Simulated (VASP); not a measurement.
Set up this calculation in VASP 6.6.1, as the native input.

```yaml
Task: relaxation of cell and atoms
Functional: PBE
Potentials_or_basis: VASP PAW PBE potentials, release 64 (Ga_d, As)
Cutoff: 600 eV
k_mesh: 10 × 10 × 10
Occupations: gaussian, width 0.03 eV
Spin: no spin polarisation
Further_INCAR_settings: ALGO = Normal; EDIFF = 1e-06; IBRION = 2; EDIFFG = -0.01; NSW = 90; ISIF = 3
```

The structure of GaAs lies in POSCAR:

```
GaAs
1.0
    0.0000000000      2.8268500000      2.8268500000
    2.8268500000      0.0000000000      2.8268500000
    2.8268500000      2.8268500000      0.0000000000
Ga As
1 1
Direct
    0.0000000000      0.0000000000      0.0000000000
    0.2500000000      0.2500000000      0.2500000000
```

One way to write it, as run:

INCAR

```
SYSTEM = GaAs
PREC = Accurate
ENCUT = 600
EDIFF = 1E-6
ISMEAR = 0
SIGMA = 0.03
LREAL = .False.
LASPH = .True.
NELM = 80
ALGO = Normal
ISIF = 3
LWAVE = .False.
LCHARG = .False.
GGA = PE
IBRION = 2
NSW = 90
EDIFFG = -0.01
```

KPOINTS

```
Automatic mesh
0
Gamma
  10 10 10
  0 0 0
```

Potentials or basis: VASP PAW PBE potentials, release 64 (Ga_d, As).

Command:

```console
$ cat potpaw_PBE.64/Ga_d/POTCAR potpaw_PBE.64/As/POTCAR > POTCAR
$ mpirun -np 1 vasp_std > vasp.out
```

It gave:

The relaxed volume is 23.77 Å³/atom. The relaxed cell is a = 4.066 Å, b = 4.066 Å, c = 4.066 Å, α = 60.00°, β = 60.00°, γ = 60.00° and the space group after relaxing (to 0.05 Å) is F-43m (No. 216). The energy gained by relaxing is 12.1 meV/atom and the ionic steps are 3. The pressure after relaxing is -0.1 GPa and the band gap on the k mesh is 0.15 eV, direct.

Wall time 80 s on 1 thread of Intel(R) Xeon(R) Platinum 8375C CPU @ 2.90GHz (Ice Lake), on a shared host, peak memory 0.21 GiB.
